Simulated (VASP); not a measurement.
An input for Quantum ESPRESSO's pw.x (written as the equivalent of a VASP run, and not itself run):

```
&CONTROL
  calculation = 'scf'
  pseudo_dir = './pseudo'
  outdir = './out'
  tprnfor = .true.
  tstress = .true.
/
&SYSTEM
  ibrav = 0
  nat = 2
  ntyp = 2
  ecutwfc = 86
  occupations = 'smearing'
  smearing = 'gaussian'
  degauss = 0.003675
  input_dft = 'pbe'
/
&ELECTRONS
  conv_thr = 7.3e-08
  electron_maxstep = 100
/
ATOMIC_SPECIES
  Mg 24.305 Mg.upf
  Se 78.971 Se.upf
CELL_PARAMETERS angstrom
     0.0000000    2.6534410    2.6884620
     2.6975910    0.0000000    2.6884620
     2.6975910    2.6534410    0.0000000
ATOMIC_POSITIONS crystal
  Mg   0.0000000  0.0000000  0.0000000
  Se   0.4916060  0.5083940  0.5083940
K_POINTS automatic
  3 3 3 0 0 0
```

Q: Translate this input to VASP (INCAR, KPOINTS, POSCAR, choice of POTCAR).

A: One answer among several that fit: 
### KPOINTS
```
Regular mesh
0
gamma
3 3 3
0 0 0
```

INCAR:
```
# general
SYSTEM  = MgSe
PREC    = Accurate
ENCUT   = 400   # plane-wave cut-off (eV)
LREAL   = .False.
LASPH   = .True.   # aspherical one-centre terms

# electronic loop
EDIFF   = 1E-6   # SCF stop (eV)
NELM    = 100   # most electronic steps
ALGO    = Normal   # blocked Davidson
LMAXMIX = 4   # l cut-off of mixed one-centre charges

# smearing
ISMEAR  = 0
SIGMA   = 0.05   # width (eV)

# functional
GGA     = PE   # PBE

# ions
ISIF    = 2   # forces and stress, cell fixed

# output
LWAVE   = .False.
LCHARG  = .False.
```

**POSCAR**
```
MgSe
1
    0.0000000000     2.6534410000     2.6884620000
    2.6975910000     0.0000000000     2.6884620000
    2.6975910000     2.6534410000     0.0000000000
Mg Se
1 1
Direct
  0.0000000000   0.0000000000   0.0000000000
  0.4916060000   0.5083940000   0.5083940000
```

POTCAR, in this order: Mg Se (PBE.64 set). Program: vasp_std.

What does not carry over: the potentials are each code's own (VASP's PAW set, PseudoDojo norm-conserving files in pw.x), so ENCUT and ecutwfc are chosen apart and not converted; conv_thr bounds pw.x's estimated SCF error, while EDIFF bounds the energy change between steps.

The compound is MgSe in the rock salt structure. The cell was not relaxed at this level, atoms are displaced from their ideal sites. The k-mesh is coarse (spacing up to 0.68 per Å, 2π included), so the numbers may not be converged in it. The run is one of a series of settings (KPOINTS 3×3×3 Γ-centred mesh against the base run), some of them coarse on purpose.
